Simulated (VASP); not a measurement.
Given:

```
CELL_PARAMETERS angstrom
      1.50941    -2.61437     0.00000
      1.50941     2.61437     0.00000
      0.00000     0.00000     3.23267
ATOMIC_POSITIONS crystal
  Ti 0.00000 0.00000 0.00000
  B  0.33333 0.66667 0.50000
  B  0.66667 0.33333 0.50000
```

Method: SCAN meta-GGA, VASP's PBE PAW potentials (set 64) (plane waves; VASP). Numerical set-up: 520 eV cut-off, 13×13×11 Γ-centred mesh, tetrahedra with Blöchl corrections, potentials Ti_sv B.

The cores are frozen, which limits the accuracy of field gradients.

Problem. Give the principal components of the electric field gradient (V/Å²) and the asymmetry η at each nucleus.

Solution. 
```tsv
atom	Vxx	Vyy	Vzz	η
Ti1	-10.4	-10.4	20.8	0.00
B2	-2.9	-2.9	5.9	0.00
B3	-2.9	-2.9	5.9	0.00
```

The compound is TiB2 in the AlB2 type structure. It was relaxed first.
